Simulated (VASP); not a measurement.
Level of theory: PBE GGA with D3 dispersion (Becke-Johnson damping), VASP's PBE PAW potentials (set 64) (plane waves; VASP).

Input for VASP

POSCAR:
```
Er
1
    1.7800000000    -3.0830500000     0.0000000000
    1.7800000000     3.0830500000     0.0000000000
    0.0000000000     0.0000000000     5.5900000000
Er
2
Direct
  0.3333330000   0.6666670000   0.2500000000
  0.6666670000   0.3333330000   0.7500000000
```

### KPOINTS
```
K-points
0
G
 11 11 6
```

### INCAR
```
# general
SYSTEM  = Er
PREC    = Accurate
ENCUT   = 520
LREAL   = .FALSE.   # projection in real space or not
LASPH   = .TRUE.

# electronic loop
EDIFF   = 1E-6   # SCF stop (eV)
NELM    = 100   # most electronic steps
ALGO    = Normal   # blocked Davidson
LMAXMIX = 6

# smearing
ISMEAR  = 1   # Methfessel-Paxton
SIGMA   = 0.1   # width (eV)

# functional
GGA     = PE
IVDW    = 12   # D3, Becke-Johnson

# ions
IBRION  = 2   # conjugate gradients
NSW     = 60   # most ionic steps
ISIF    = 3
EDIFFG  = -0.01   # ionic stop

# output
LWAVE   = .FALSE.
LCHARG  = .FALSE.
```

POTCAR, in this order: Er_3 (PBE.64 set). Program: vasp_std.

The resulting files:

File OSZICAR:
```
       N       E                     dE             d eps       ncg     rms          rms(c)
DAV:   1     0.454095385040E+02    0.45410E+02   -0.87833E+03  2872   0.137E+03
DAV:   2    -0.658082156382E+01   -0.51990E+02   -0.50854E+02  2799   0.530E+02
DAV:   3    -0.889577341818E+01   -0.23150E+01   -0.22188E+01  2940   0.556E+01
DAV:   4    -0.899074484530E+01   -0.94971E-01   -0.92775E-01  3011   0.101E+01
DAV:   5    -0.899496576567E+01   -0.42209E-02   -0.42388E-02  2886   0.180E+00    0.246E+01
DAV:   6    -0.898944411484E+01    0.55217E-02   -0.31553E-02  2790   0.340E+00    0.146E+01
DAV:   7    -0.899861865396E+01   -0.91745E-02   -0.54883E-02  2701   0.444E+00    0.373E-01
DAV:   8    -0.899840855234E+01    0.21010E-03   -0.36110E-03  2713   0.883E-01    0.947E-02
DAV:   9    -0.899841615105E+01   -0.75987E-05   -0.20609E-04  2875   0.194E-01    0.312E-02
DAV:  10    -0.899840995826E+01    0.61928E-05   -0.25929E-05  2824   0.636E-02    0.424E-02
DAV:  11    -0.899841077191E+01   -0.81365E-06   -0.13695E-06  1762   0.185E-02
   1 F= -.96582703E+01 E0= -.96592063E+01  d E =-.965827E+01
       N       E                     dE             d eps       ncg     rms          rms(c)
DAV:   1    -0.910056950342E+01   -0.10216E+00   -0.25350E+00  2472   0.258E+01    0.224E+00
DAV:   2    -0.901984641782E+01    0.80723E-01   -0.20610E-01  2316   0.737E+00    0.999E-01
DAV:   3    -0.898004860659E+01    0.39798E-01   -0.88099E-02  2531   0.508E+00    0.385E-01
DAV:   4    -0.897987972551E+01    0.16888E-03   -0.63503E-03  2653   0.130E+00    0.291E-01
DAV:   5    -0.898005162151E+01   -0.17190E-03   -0.77191E-04  2741   0.444E-01    0.281E-02
DAV:   6    -0.898003061894E+01    0.21003E-04   -0.61341E-05  2793   0.134E-01    0.191E-02
DAV:   7    -0.898002311541E+01    0.75035E-05   -0.90988E-06  2556   0.393E-02    0.239E-03
DAV:   8    -0.898002266121E+01    0.45420E-06   -0.56904E-07  1362   0.151E-02
   2 F= -.96711687E+01 E0= -.96723924E+01  d E =-.128985E-01
       N       E                     dE             d eps       ncg     rms          rms(c)
DAV:   1    -0.898580575031E+01   -0.57826E-02   -0.35304E-02  2477   0.288E+00    0.274E-01
DAV:   2    -0.898466547713E+01    0.11403E-02   -0.29714E-03  2333   0.884E-01    0.119E-01
DAV:   3    -0.898410431546E+01    0.56116E-03   -0.12037E-03  2541   0.604E-01    0.437E-02
DAV:   4    -0.898409759510E+01    0.67204E-05   -0.96305E-05  2655   0.161E-01    0.329E-02
DAV:   5    -0.898409690650E+01    0.68860E-06   -0.10709E-05  2681   0.521E-02    0.341E-03
DAV:   6    -0.898409671097E+01    0.19553E-06   -0.41300E-07  1047   0.167E-02
   3 F= -.96714365E+01 E0= -.96726150E+01  d E =-.131663E-01
       N       E                     dE             d eps       ncg     rms          rms(c)
DAV:   1    -0.898469612947E+01   -0.59922E-03   -0.74413E-04  2497   0.430E-01    0.410E-02
DAV:   2    -0.898467151108E+01    0.24618E-04   -0.63724E-05  2319   0.132E-01    0.177E-02
DAV:   3    -0.898465967980E+01    0.11831E-04   -0.25411E-05  2541   0.869E-02    0.628E-03
DAV:   4    -0.898465926939E+01    0.41041E-06   -0.12245E-06  1039   0.243E-02
   4 F= -.96714342E+01 E0= -.96726057E+01  d E =-.131639E-01
       N       E                     dE             d eps       ncg     rms          rms(c)
DAV:   1    -0.898769908607E+01   -0.30394E-02   -0.88492E-02  2486   0.377E+00    0.219E-01
DAV:   2    -0.898660156651E+01    0.10975E-02   -0.22764E-03  2803   0.715E-01    0.122E-01
DAV:   3    -0.898604651413E+01    0.55505E-03   -0.63012E-04  3131   0.312E-01    0.580E-02
DAV:   4    -0.898604137849E+01    0.51356E-05   -0.10330E-04  2779   0.922E-02    0.294E-02
DAV:   5    -0.898604148265E+01   -0.10416E-06   -0.41758E-06  2022   0.298E-02
   5 F= -.96722238E+01 E0= -.96735437E+01  d E =-.789664E-03
       N       E                     dE             d eps       ncg     rms          rms(c)
DAV:   1    -0.898721392540E+01   -0.11725E-02   -0.36543E-02  2486   0.242E+00    0.143E-01
DAV:   2    -0.898676181615E+01    0.45211E-03   -0.93202E-04  2803   0.460E-01    0.772E-02
DAV:   3    -0.898653290806E+01    0.22891E-03   -0.26378E-04  3123   0.201E-01    0.341E-02
DAV:   4    -0.898653106098E+01    0.18471E-05   -0.42851E-05  2779   0.592E-02    0.178E-02
DAV:   5    -0.898653097591E+01    0.85067E-07   -0.90358E-07  1341   0.186E-02
   6 F= -.96723443E+01 E0= -.96737351E+01  d E =-.910100E-03
```

### OUTCAR
```
------------------------ aborting loop because EDIFF is reached ----------------------------------------
 Edisp (eV)   -0.68581
  FORCE on cell =-STRESS in cart. coord.  units (eV):
  Direction    XX          YY          ZZ          XY          YZ          ZX
  --------------------------------------------------------------------------------------
  Total      -0.01132    -0.01132     0.00132     0.00000    -0.00000    -0.00000
  in kB      -0.30683    -0.30683     0.03575     0.00000    -0.00000    -0.00000
  external pressure =       -0.19 kB  Pullay stress =        0.00 kB
  volume of cell :       59.13
      direct lattice vectors                 reciprocal lattice vectors
     1.769264867 -3.064456212  0.000000000     0.282603249 -0.163161085 -0.000000000
     1.769264867  3.064456212 -0.000000000     0.282603249  0.163161085  0.000000000
     0.000000000 -0.000000000  5.453315267     0.000000000  0.000000000  0.183374691
 POSITION                                       TOTAL-FORCE (eV/Angst)
 -----------------------------------------------------------------------------------
      1.76926      1.02149      1.36333         0.000000     -0.000000      0.000000
      1.76926     -1.02149      4.08999        -0.000000      0.000000      0.000000
 -----------------------------------------------------------------------------------
    total drift:                               -0.000002      0.000085     -0.000012
  FREE ENERGIE OF THE ION-ELECTRON SYSTEM (eV)
  ---------------------------------------------------
  free  energy   TOTEN  =        -9.6723442716 eV

  energy  without entropy=       -9.6765166487  energy(sigma->0) =       -9.67373506

 reached required accuracy - stopping structural energy minimisation
```
(Selected blocks of OUTCAR.)

CONTCAR:
```
Er
   1.00000000000000
     1.7692648666987936   -3.0644562117247309    0.0000000000000000
     1.7692648666987936    3.0644562117247309   -0.0000000000000000
     0.0000000000000000   -0.0000000000000000    5.4533152670147347
  Er
     2
Direct
     0.3333330000000032    0.6666669999999968    0.2500000000000000
     0.6666669999999968    0.3333330000000032    0.7500000000000000
```

The 4f electrons are frozen in the core of the lanthanide potential, so 4f levels, which can set the real gap, and their magnetism are missing. Energy and stress use the plane-wave basis of the starting cell.

The compound is Er in the hcp structure. This run relaxes it. Symmetry was kept, so distortions that lower it aren't found.
